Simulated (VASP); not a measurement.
## G0W0 run on BP (F-43m)

Level of theory: VASP 6.6.1, G0W0@PBE, real-axis frequency integration, PAW potentials of the _GW family.

Input:

POSCAR
```
BP
1.0
0 2.269 2.269
2.269 0 2.269
2.269 2.269 0
B P
1 1
Direct
0 0 0
0.25 0.25 0.25
```
KPOINTS
```
Automatic
0
Gamma
6 6 6
0 0 0
```
Potentials (PBE.64): B_GW, P_GW
INCAR, step 1 of 3
```
ENCUT = 318.6
LASPH = .TRUE.
ISMEAR = 0
SIGMA = 0.01
EDIFF = 1E-8
NELM = 200
LWAVE = .TRUE.
```
INCAR, step 2 of 3
```
ENCUT = 318.6
LASPH = .TRUE.
ISMEAR = 0
SIGMA = 0.01
NBANDS = 235
ALGO = Exact
NELM = 1
LWAVE = .TRUE.
LOPTICS = .TRUE.
```
INCAR, step 3 of 3
```
ENCUT = 318.6
LASPH = .TRUE.
ISMEAR = 0
SIGMA = 0.01
NBANDS = 235
NBANDSGW = 8
ALGO = EVGW0
NELMGW = 1
NOMEGA = 200
PRECFOCK = Fast
ENCUTGW = 180
ENCUTGWSOFT = 180
```

The input is rewritten from the run's settings.

Levels count from the highest filled Kohn-Sham level listed; ε_QP = ε_KS + Z(Σ − Vxc). VB is the top filled band, CB the lowest empty one. Linearised levels far below the gap are rough.

```json
{"k": "Γ", "band": "VB-3", "ε_KS (eV)": "-15.47", "Σx − Vxc (eV)": "-8.42", "Σc (eV)": "7.30", "Z": "0.63", "ε_QP (eV)": "-16.18"}
{"k": "Γ", "band": "VB", "ε_KS (eV)": "0.00", "Σx − Vxc (eV)": "-1.63", "Σc (eV)": "0.80", "Z": "0.79", "ε_QP (eV)": "-0.65"}
{"k": "Γ", "band": "CB", "ε_KS (eV)": "3.40", "Σx − Vxc (eV)": "4.94", "Σc (eV)": "-4.59", "Z": "0.78", "ε_QP (eV)": "3.67"}
{"k": "L", "band": "VB", "ε_KS (eV)": "-1.76", "Σx − Vxc (eV)": "-2.43", "Σc (eV)": "1.49", "Z": "0.78", "ε_QP (eV)": "-2.50"}
{"k": "L", "band": "CB", "ε_KS (eV)": "3.77", "Σx − Vxc (eV)": "5.14", "Σc (eV)": "-4.93", "Z": "0.78", "ε_QP (eV)": "3.94"}
{"k": "X", "band": "VB", "ε_KS (eV)": "-4.11", "Σx − Vxc (eV)": "-3.39", "Σc (eV)": "2.33", "Z": "0.76", "ε_QP (eV)": "-4.92"}
{"k": "X", "band": "CB", "ε_KS (eV)": "1.33", "Σx − Vxc (eV)": "4.37", "Σc (eV)": "-4.31", "Z": "0.80", "ε_QP (eV)": "1.38"}
```

The gap (from Γ to X) opens from 1.33 eV to 2.03 eV.

Electronic (ion-clamped) dielectric constant on this mesh, from the head of the inverse dielectric matrix: 9.8.

Band sums or response are cut, so the gap isn't at its basis limit. The gap is read among the points solved; the crystal's band edges can lie elsewhere.
